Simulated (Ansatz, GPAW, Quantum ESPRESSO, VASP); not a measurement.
## Code comparison for BPt2 (P1, 6 atoms in the cell)

Self-consistent single point, at a second geometry (lattice scaled by 0.98). First geometry:

```
BPt2
1.0
    2.92831     0.00000     0.00000
   -1.46416     2.53599     0.00000
    0.00000     0.00000    10.35722
B Pt
2 4
Cartesian
  1.46376   0.84383   7.77945
  0.00029   1.67869   2.58053
  1.48076   0.85544   3.99944
 -0.02286   1.70443   6.36019
 -0.01472   1.68093   9.15410
  1.48523   0.84467   1.19794
```

Shared settings, as Ansatz (a program for electronic structure) writes them: kpoints.mp_grid.grid = 8 8 2; scf.occupations.method = fermi_dirac; scf.occupations.width = 0.136 eV. Potentials and cutoffs stand in the table.

| code | model | ΔF from the first geometry (meV/atom) | pressure (GPa) | largest force (eV/Å) | cutoff |
|---|---|---|---|---|---|
| GPAW | LDA (Perdew-Wang 92), GPAW PAW datasets LDA (gpaw-data 1.0.1) | -14.1 | – | 0.318 | 950 eV |
| Quantum ESPRESSO | LDA (PZ), PSlibrary PAW (LDA) pseudopotentials | -3.6 | 8.28 | 0.505 | 50 Ry |
| VASP | LDA (PZ), VASP's LDA PAW potentials (set 64) | -6.1 | 7.69 | 0.440 | 400 eV |
| Ansatz | LDA (PW92), PAW files made with PBE | -11.7 | 6.36 | 0.374 | 420 eV |

Size of the force on each atom (eV/Å): Sizes of forces hide their directions.

| code | B1 | B2 | Pt3 | Pt4 | Pt5 | Pt6 |
|---|---|---|---|---|---|---|
| GPAW | 0.267 | 0.274 | 0.211 | 0.162 | 0.318 | 0.238 |
| Quantum ESPRESSO | 0.292 | 0.298 | 0.118 | 0.103 | 0.505 | 0.413 |
| VASP | 0.288 | 0.293 | 0.144 | 0.107 | 0.440 | 0.351 |
| Ansatz | 0.277 | 0.282 | 0.180 | 0.133 | 0.374 | 0.289 |

A dash marks a value that a program does not give, or that is left out as unsure.

On Ansatz's run: spin-orbit coupling is off. Spin polarisation is off.

The spread over the programs that give each value: ΔF from the first geometry within 10.5 meV/atom; pressure within 1.92 GPa; largest force within 0.187 eV/Å.

Ansatz's pressure is given at a fixed set of plane waves, as the other plane-wave codes print theirs; with its correction for the finite basis it is 6.45 GPa. The pressure of GPAW is left out: its cutoff lies under the one at which its stress was checked. The same LDA comes in different parametrisations, which differ slightly. In the pressure, Ansatz (by 1.33) lies more than 1 GPa from the median of the plane-wave programs. In the force vectors, GPAW (by 0.090) and Quantum ESPRESSO (by 0.099) lie more than 0.08 eV/Å from the median of the plane-wave programs.

VASP's run is marked for a possible Pulay error in its stress at this cutoff; no cutoff test was made.

The starting cell comes from a database of computed structures (which also holds hypothetical and non-ambient phases and stackings), without a prior relaxation at this level. Its atoms were displaced at random from the sites of space group no. 194. For this run, on top of that: lattice scaled by 0.98.

Left out of this page: CP2K and SIESTA (not drawn, or without a comparable value).

Keys are those of Ansatz 0.2.
